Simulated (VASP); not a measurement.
The cell holds one Al (fcc) (100) slab, with vacuum along c, ions free to move until forces fall under 0.03 eV/Å, no reconstruction beyond this cell, dipole correction on.

Given:

```xyz
6
Lattice="2.8369 0.0000 0.0000 0.0000 2.8369 0.0000 0.0000 0.0000 26.8947" Properties=species:S:1:pos:R:3 pbc="T T T"
Al     1.4184     0.0000     8.3279
Al     0.0000     1.4184    10.3591
Al     1.4184     0.0000    12.4185
Al     0.0000     1.4184    14.4763
Al     1.4184     0.0000    16.5356
Al     0.0000     1.4184    18.5669
```

The numbers are results of PBEsol GGA, VASP's PBE PAW potentials (set 64) (plane waves; VASP 6.6.1), not measurements. Run with 400 eV cut-off, 10×10×1 Γ-centred mesh, first-order Methfessel-Paxton smearing of 0.10 eV, potentials Al.

Slab and bulk use different k-meshes, so the surface energy is good to a few per cent at best.

**Question.** Predict its surface energy, work function, band gap (on the k-mesh).

**Answer.** 
```yaml
surface_energy: 1.07 J/m²
work_function: 4.24 eV
band gap (on the k-mesh): none (metal, semimetal or under 0.01 eV)
```

Measured: work function 4.31 eV (computed value off by -0.07 eV), as given by Richard Tran et al., Surface Science (2019), arXiv:1902.07811.

The cell is a thin slab with vacuum, built from Al (fcc): (100) face.
